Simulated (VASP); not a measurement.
Consider the following.

```
EuS
1.0
    0.00000     2.94543     2.94543
    2.94543     0.00000     2.94543
    2.94543     2.94543     0.00000
Eu S
1 1
Direct
  0.00000   0.00000   0.00000
  0.50000   0.50000   0.50000
```

Computed with PBEsol GGA, VASP's PBE PAW potentials (set 64) (plane waves; VASP). Settings: 520 eV cut-off, 8×8×8 Γ-centred mesh, Gaussian smearing of 0.050 eV, potentials Eu_2 S.

The 4f electrons are frozen in the core of the lanthanide potential, so 4f levels, which can set the real gap, and their magnetism are missing.

### Question
The job: EuS (rock salt), 2 atoms, PBEsol, static run, 520 eV, 8×8×8 Γ-centred mesh. Roughly how much core time does it take on a busy server core?

### Answer
About 8 core-seconds (one run on a shared machine, a rough figure). It had 29 irreducible k-points, 11 bands, up to 1387 plane waves and 13 electronic steps.

The compound is EuS in the rock salt structure. This cell is one point of a volume scan, at 1.06 of the reference volume.
